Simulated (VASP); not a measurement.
# TiCl4 in VASP: notebook

Runs on TiCl4. Level: LDA. Tasks: single point, relaxation of the atoms.

All numbers are computed with VASP 6.6.1; they aren't measurements. Logs are shortened: lines on timing, memory, paths and dates and some standing lists are left out, and cuts for length are marked.

**1. The structure**

The cell holds a molecule in a box, 5 atoms: a = 13.000 Å, b = 13.000 Å, c = 13.000 Å, α = 90.00°, β = 90.00°, γ = 90.00°.

**2. Single point, LDA**

File INCAR:

```
SYSTEM = TiCl4
ALGO = Normal ; EDIFF = 1E-6
ENCUT = 520 ; ISIF = 2
ISMEAR = 0 ; LASPH = .TRUE.
LCHARG = .FALSE. ; LREAL = .FALSE.
LWAVE = .FALSE. ; NBANDS = 28
NELM = 100 ; PREC = Accurate
SIGMA = 0.03
```

File KPOINTS:

```
k-points
0
G
  1 1 1
  0 0 0
```

File POSCAR:

```
TiCl4
1.0
   13.0000000000      0.0000000000      0.0000000000
    0.0000000000     13.0000000000      0.0000000000
    0.0000000000      0.0000000000     13.0000000000
Ti Cl
1 4
Direct
    0.5000000000      0.5000000000      0.5000000000
    0.5954436987      0.5954436987      0.5954436987
    0.5954436987      0.4045563013      0.4045563013
    0.4045563013      0.5954436987      0.4045563013
    0.4045563013      0.4045563013      0.5954436987
```

Potentials or basis: VASP PAW LDA potentials, release 64 (Ti_sv, Cl).

Launch:

```bash
$ cat potpaw_LDA.64/Ti_sv/POTCAR potpaw_LDA.64/Cl/POTCAR > POTCAR
$ mpirun -np 1 vasp_gam > vasp.out
```

OUTCAR:

```text
SYSTEM = TiCl4
   EDIFF = 1E-6
   ENCUT = 520
   ISIF = 2
   ISMEAR = 0
   LASPH = .TRUE.
   LREAL = .FALSE.
   NELM = 100
   PREC = Accurate

 ion  position               nearest neighbor table
   1  0.500  0.500  0.500-   2 2.15   3 2.15   4 2.15   5 2.15
   2  0.595  0.595  0.595-   1 2.15
   3  0.595  0.405  0.405-   1 2.15
   4  0.405  0.595  0.405-   1 2.15
   5  0.405  0.405  0.595-   1 2.15

  LATTYP: Found a simple cubic cell.
 ALAT       =    13.0000000000

  Lattice vectors:

 A1 = (  13.0000000000,   0.0000000000,   0.0000000000)
 A2 = (   0.0000000000,  13.0000000000,   0.0000000000)
 A3 = (   0.0000000000,   0.0000000000,  13.0000000000)

Analysis of symmetry for initial positions (statically):
=====================================================================
 Subroutine PRICEL returns:
 Original cell was already a primitive cell.

 Routine SETGRP: Setting up the symmetry group for a
 simple cubic supercell.

 Subroutine GETGRP returns: Found 24 space group operations
 (whereof 24 operations were pure point group operations)
 out of a pool of 48 trial point group operations.

The static configuration has the point symmetry T_d .

Analysis of symmetry for dynamics (positions and initial velocities):
=====================================================================
 Subroutine PRICEL returns:
 Original cell was already a primitive cell.

 Routine SETGRP: Setting up the symmetry group for a
 simple cubic supercell.

 Subroutine GETGRP returns: Found 24 space group operations
 (whereof 24 operations were pure point group operations)
 out of a pool of 48 trial point group operations.

The dynamic configuration has the point symmetry T_d .

 Subroutine INISYM returns: Found 24 space group operations
 (whereof 24 operations are pure point group operations),
 and found     1 'primitive' translations

----------------------------------------------------------------------------------------

                                     Primitive cell

  volume of cell :    2197.0000

  direct lattice vectors                    reciprocal lattice vectors
    13.000000000  0.000000000  0.000000000     0.076923077  0.000000000  0.000000000
     0.000000000 13.000000000  0.000000000     0.000000000  0.076923077  0.000000000
     0.000000000  0.000000000 13.000000000     0.000000000  0.000000000  0.076923077

  length of vectors
    13.000000000 13.000000000 13.000000000     0.076923077  0.076923077  0.076923077

  position of ions in fractional coordinates (direct lattice)
     0.500000000  0.500000000  0.500000000
     0.595443699  0.595443699  0.595443699
     0.595443699  0.404556301  0.404556301
     0.404556301  0.595443699  0.404556301
     0.404556301  0.404556301  0.595443699

  ion indices of the primitive-cell ions
   primitive index   ion index
                 1           1
                 2           2
                 3           3
                 4           4
                 5           5

----------------------------------------------------------------------------------------

 KPOINTS: k-points

Automatic generation of k-mesh.
 Grid dimensions read from file:
 generate k-points for:    1    1    1

 Generating k-lattice:

  Cartesian coordinates                     Fractional coordinates (reciprocal lattice)
     0.076923077  0.000000000  0.000000000     1.000000000  0.000000000  0.000000000
     0.000000000  0.076923077  0.000000000     0.000000000  1.000000000  0.000000000
     0.000000000  0.000000000  0.076923077     0.000000000  0.000000000  1.000000000

  Length of vectors
     0.076923077  0.076923077  0.076923077

  Shift w.r.t. Gamma in fractional coordinates (k-lattice)
     0.000000000  0.000000000  0.000000000

 Subroutine IBZKPT returns following result:
 ===========================================

 Found      1 irreducible k-points:

 Following reciprocal coordinates:
            Coordinates               Weight
  0.000000  0.000000  0.000000      1.000000
   k-points           NKPTS =      1   k-points in BZ     NKDIM =      1   number of bands    NBANDS=     28
   number of dos      NEDOS =    301   number of ions     NIONS =      5
   total plane-waves  NPLWV = 941192
   dimension x,y,z NGX =    98 NGY =   98 NGZ =   98
   dimension x,y,z NGXF=   196 NGYF=  196 NGZF=  196
   ions per type =               1   4
   NGX,Y,Z   is equivalent  to a cutoff of  12.53, 12.53, 12.53 a.u.
   NGXF,Y,Z  is equivalent  to a cutoff of  25.06, 25.06, 25.06 a.u.
 SYSTEM =  TiCl4
   PREC   = accura    normal or accurate (medium, high low for compatibility)
   ISTART =      0    job   : 0-new  1-cont  2-samecut
   ICHARG =      2    charge: 1-file 2-atom 10-const
   ISPIN  =      1    spin polarized calculation?
   LNONCOLLINEAR =      F non collinear calculations
   LSORBIT =      F    spin-orbit coupling
   LASPH  =      T    aspherical Exc in radial PAW
   ENCUT  =  520.0 eV  38.22 Ry    6.18 a.u.  24.17 24.17 24.17*2*pi/ulx,y,z
   NELM   =    100;   NELMIN=  2; NELMDL= -5     # of ELM steps
   EDIFF  = 0.1E-05   stopping-criterion for ELM
   LREAL  =      F    real-space projection
   EDIFFG = 0.1E-04   stopping-criterion for IOM
   NSW    =      0    number of steps for IOM
   IBRION =     -1    ionic relax: 0-MD 1-quasi-New 2-CG
   NFREE  =      0    steps in history (QN), initial steepest desc. (CG)
   ISIF   =      2    stress and relaxation
   ISYM   =      2    0-nonsym 1-usesym 2-fastsym
   POTIM  = 0.5000    time-step for ionic-motion
   TEBEG  =    0.0;   TEEND  =   0.0 temperature during run
   PSTRESS=    0.0 pullay stress
   NELECT =      40.0000    total number of electrons
   NUPDOWN=      -1.0000    fix difference up-down
   EMIN   =  10.00;   EMAX   =-10.00  energy-range for DOS
   EFERMI =   0.00;   METHOD = LEGACY
   ISMEAR =     0;   SIGMA  =   0.03  broadening in eV -4-tet -1-fermi 0-gaus
   EFERMI_NEDOS =   21; number of points for ismear=-14 and -15
   IALGO  =     38    algorithm
   IMIX   =      4    mixing-type and parameters
     AMIX     =   0.40;   BMIX     =  1.00
     AMIX_MAG =   1.60;   BMIX_MAG =  1.00
  volume/ion in A,a.u.               =     439.40      2965.22
  Fermi-wavevector in a.u.,A,eV,Ry     =   0.430677  0.813861  2.523643  0.185483
  Thomas-Fermi vector in A             =   1.399361
   LORBIT       =      0    0 simple, 1 ext, 2 COOP (PROOUT), +10 PAW based schemes
   GGA     = CA    functional components
   LHFCALC =     F    Hartree Fock is set to
   AEXX    =    0.0000 exact exchange contribution
   IVDW    =     0    specifies the selected vdW correction
   LEPSILON=     F    determine dielectric tensor
   LRPA    =     F    only Hartree local field effects (RPA)
 non-spin polarized calculation
 Gauss-broadening in eV      SIGMA  =   0.03
  energy-cutoff  :      520.00
  volume of cell :     2197.00
 maximum number of plane-waves:     29543
 NGX is ok and might be reduce to    98
   NGX = 49   NGY = 49   NGZ = 49

 number of electron      40.0000003 magnetization

 Free energy of the ion-electron system (eV)
  ---------------------------------------------------
  ext. energy  EPLUGINS =         0.00000000
  ---------------------------------------------------
  free energy    TOTEN  =       -24.61613101 eV

  energy without entropy =      -24.61613101  energy(sigma->0) =      -24.61613101

 E-fermi :  -7.6693     XC(G=0):  -0.8932

 val. band max:       -7.9483032316   @ k =   0.0000   0.0000   0.0000
 cond. band min:      -4.1807867904   @ k =   0.0000   0.0000   0.0000
 fundamental gap:      3.7675164412
 Fermi energy:        -7.6692532543

 k-point     1 :       0.0000    0.0000    0.0000
  band No.  band energies     occupation
      1     -62.7432      2.00000
      2     -39.4230      2.00000
      3     -39.4230      2.00000
      4     -39.4230      2.00000
      5     -20.6117      2.00000
      6     -20.2913      2.00000
[... 20 lines left out ...]
     27       0.6817      0.00000
     28       0.7365      0.00000

------------------------ aborting loop because EDIFF is reached ----------------------------------------

  FORCE on cell =-STRESS in cart. coord.  units (eV):
  Direction    XX          YY          ZZ          XY          YZ          ZX
  --------------------------------------------------------------------------------------
  -------------------------------------------------------------------------------------
  Total       -0.0115130     -0.0115130     -0.0115130      0.0000000     -0.0000000     -0.0000000
  in kB       -0.0083959     -0.0083959     -0.0083959      0.0000000     -0.0000000     -0.0000000
  external PRESSURE =      -0.0083959 kB  Pullay stress =       0.0000000 kB

 VOLUME and BASIS-vectors are now :
 -----------------------------------------------------------------------------
  energy-cutoff  :      520.00
  volume of cell :     2197.00
      direct lattice vectors                 reciprocal lattice vectors
    13.000000000  0.000000000  0.000000000     0.076923077  0.000000000  0.000000000
     0.000000000 13.000000000  0.000000000     0.000000000  0.076923077  0.000000000
     0.000000000  0.000000000 13.000000000     0.000000000  0.000000000  0.076923077

 POSITION                                       TOTAL-FORCE (eV/Angst)
 -----------------------------------------------------------------------------------
      6.50000      6.50000      6.50000         0.000000      0.000000     -0.000000
      7.74077      7.74077      7.74077         0.007343      0.007343      0.007343
      7.74077      5.25923      5.25923         0.007343     -0.007343     -0.007343
      5.25923      7.74077      5.25923        -0.007343      0.007343     -0.007343
      5.25923      5.25923      7.74077        -0.007343     -0.007343      0.007343
 -----------------------------------------------------------------------------------
    total drift:                               -0.000000     -0.000000     -0.000000

  FREE ENERGIE OF THE ION-ELECTRON SYSTEM (eV)
  ---------------------------------------------------
  free  energy   TOTEN  =       -24.6161310102 eV

  energy  without entropy=      -24.6161310102  energy(sigma->0) =      -24.61613101
```

It took 73 s on 1 thread of Intel Xeon 6975P-C (Granite Rapids), shared host; peak memory 0.99 GiB.

Results:

* Free energy: -24.6161 eV
* Largest force: 0.013 eV/Å
* Gap between the frontier levels: 3.77 eV

Forces in eV/Å, atoms in the order of the input:
```
Ti   0.000  0.000  0.000
Cl   0.007  0.007  0.007
Cl   0.007 -0.007 -0.007
Cl  -0.007  0.007 -0.007
Cl  -0.007 -0.007  0.007
```

Expect the measured gap to be larger: semilocal functionals such as LDA lack the derivative discontinuity.

(Continued in part 2 of 2.)
